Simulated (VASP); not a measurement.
These are PBE GGA, VASP's PBE PAW potentials (set 64) (plane waves; VASP 6.6.1) values and carry that method's errors.

Input for VASP

### INCAR
```
! general
SYSTEM  =  KF
PREC    =  Accurate
ENCUT   =  520   ! plane-wave cut-off (eV)
LREAL   =  .False.   ! projection in real space or not
LASPH   =  .True.   ! aspherical one-centre terms
ICHARG  =  11   ! fixed density

! electronic loop
EDIFF   =  1E-6
NELM    =  100   ! most electronic steps
ALGO    =  Normal

! smearing
ISMEAR  =  0   ! Gaussian
SIGMA   =  0.05   ! width (eV)

! functional
GGA     =  PE   ! PBE

! output
LWAVE   =  .False.
LCHARG  =  .False.
```

KPOINTS:
```
k-points along high-symmetry lines
15
Line-mode
Reciprocal
  0.000000   0.000000   0.000000 ! GAMMA
  0.500000   0.000000   0.500000 ! X

  0.500000   0.000000   0.500000 ! X
  0.625000   0.250000   0.625000 ! U

  0.375000   0.375000   0.750000 ! K
  0.000000   0.000000   0.000000 ! GAMMA

  0.000000   0.000000   0.000000 ! GAMMA
  0.500000   0.500000   0.500000 ! L

  0.500000   0.500000   0.500000 ! L
  0.500000   0.250000   0.750000 ! W

  0.500000   0.250000   0.750000 ! W
  0.500000   0.000000   0.500000 ! X
```

File POSCAR:
```
KF
1
    0.0000000000     2.7103066901     2.7103066901
    2.7103066901     0.0000000000     2.7103066901
    2.7103066901     2.7103066901     0.0000000000
K F
1 1
Direct
  1.0000000000   1.0000000000   1.0000000000
  0.5000000000   0.5000000000   0.5000000000
```

POTCAR, in this order: K_sv F (PBE.64 set). Program: vasp_std. Read from the step before: CHGCAR.

The run wrote:

### OSZICAR
```
       N       E                     dE             d eps       ncg     rms          rms(c)
DAV:   1     0.113345523026E+03    0.11335E+03   -0.84335E+03  2160   0.129E+03
DAV:   2    -0.255592125466E+01   -0.11590E+03   -0.10642E+03  2652   0.322E+02
DAV:   3    -0.774171887445E+01   -0.51858E+01   -0.51523E+01  2752   0.642E+01
DAV:   4    -0.792024553093E+01   -0.17853E+00   -0.17835E+00  3480   0.103E+01
DAV:   5    -0.792179771867E+01   -0.15522E-02   -0.15522E-02  2720   0.100E+00
DAV:   6    -0.792183302948E+01   -0.35311E-04   -0.35311E-04  3260   0.918E-02
DAV:   7    -0.792183326028E+01   -0.23079E-06   -0.23076E-06  2392   0.104E-02
   1 F= -.79218333E+01 E0= -.79218333E+01  d E =-.596179E-19
```

OUTCAR:
```
 val. band max:       -2.9144334585   @ k =   0.0000   0.0000   0.0000

 cond. band min:       3.0320124962   @ k =   0.0000   0.0000   0.0000



 k-point     1 :       0.0000    0.0000    0.0000
  band No.  band energies     occupation
      1     -29.1741      2.00000
      2     -21.5482      2.00000
      3     -12.4536      2.00000
      4     -12.4536      2.00000
      5     -12.4536      2.00000
      6      -2.9144      2.00000
      7      -2.9144      2.00000
      8      -2.9144      2.00000
      9       3.0320      0.00000
     10       7.6432      0.00000
     11       7.6432      0.00000
     12       7.6432      0.00000

 k-point     2 :       0.0357    0.0000    0.0357
  band No.  band energies     occupation
      1     -29.1728      2.00000
      2     -21.5492      2.00000
      3     -12.4559      2.00000
      4     -12.4559      2.00000
      5     -12.4545      2.00000
      6      -2.9372      2.00000
      7      -2.9162      2.00000
      8      -2.9162      2.00000
      9       3.0792      0.00000
     10       7.5924      0.00000
     11       7.6754      0.00000
     12       7.6754      0.00000

 k-point     3 :       0.0714    0.0000    0.0714
  band No.  band energies     occupation
      1     -29.1691      2.00000
      2     -21.5521      2.00000
      3     -12.4627      2.00000
      4     -12.4627      2.00000
      5     -12.4580      2.00000
      6      -3.0000      2.00000
      7      -2.9211      2.00000
      8      -2.9211      2.00000
      9       3.2161      0.00000
     10       7.4493      0.00000
     11       7.7707      0.00000
     12       7.7707      0.00000

 k-point     4 :       0.1071    0.0000    0.1071
  band No.  band energies     occupation
      1     -29.1631      2.00000
      2     -21.5567      2.00000
      3     -12.4736      2.00000
      4     -12.4736      2.00000
      5     -12.4661      2.00000
      6      -3.0888      2.00000
      7      -2.9286      2.00000
...
```

The density is held fixed in this step, so its total energy and stress have no physical meaning.

The compound is KF in the rock salt structure. It was relaxed first.
